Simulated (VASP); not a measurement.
Crystal: Ta.

```
CELL_PARAMETERS angstrom
-1.65128 1.65128 1.65128
1.65128 -1.65128 1.65128
1.65128 1.65128 -1.65128
ATOMIC_POSITIONS crystal
Ta 0.00000 0.00000 0.00000
```

| Quantity | Value |
| --- | --- |
| Program | VASP 6.6.1 |
| Task | relaxation of cell and atoms |
| Functional | PBE |
| Potentials or basis | VASP PAW PBE potentials, release 64 (Ta_pv) |
| Cutoff | 520 eV |
| k mesh | 18 × 18 × 18 |
| Occupations | methfessel-paxton, width 0.2 eV |
| Spin | no spin polarisation |

At the start: pressure 3.0 GPa; volume 18.01 Å³/atom.

Q: How do energy, volume and symmetry change on relaxing?

A: Over 15 steps the energy falls by 2.5 meV/atom and the volume is 18.28 Å³/atom (+1.5 %); space group Im-3m (No. 229, to 0.05 Å).

The path:
| step | energy change (eV) | largest force (eV/Å) | pressure (GPa) | volume (Å³) |
| --- | --- | --- | --- | --- |
| 1 | 0.0000 | 0.0000 | 2.98 | 18.01 |
| 2 | 0.0097 | 0.0000 | -6.10 | 18.90 |
| 3 | -0.0025 | 0.0000 | -0.03 | 18.28 |
| 4 | -0.0025 | 0.0000 | 0.03 | 18.28 |
| 5 | -0.0025 | 0.0000 | 0.03 | 18.28 |
| 6 | -0.0025 | 0.0000 | 0.04 | 18.28 |
| 7 | -0.0025 | 0.0000 | 0.03 | 18.28 |
| 8 | -0.0025 | 0.0000 | 0.03 | 18.28 |
| 9 | -0.0025 | 0.0000 | 0.03 | 18.28 |
| 10 | -0.0025 | 0.0000 | 0.03 | 18.28 |
| 11 | -0.0025 | 0.0000 | 0.03 | 18.28 |
| 12 | -0.0025 | 0.0000 | 0.03 | 18.28 |
| 13 | -0.0025 | 0.0000 | 0.03 | 18.28 |
| 14 | -0.0025 | 0.0000 | 0.03 | 18.28 |
| 15 | -0.0025 | 0.0000 | 0.01 | 18.28 |

Final structure:
```
CELL_PARAMETERS angstrom
-1.65944 1.65944 1.65944
1.65944 -1.65944 1.65944
1.65944 1.65944 -1.65944
ATOMIC_POSITIONS crystal
Ta 0.00000 0.00000 0.00000
```
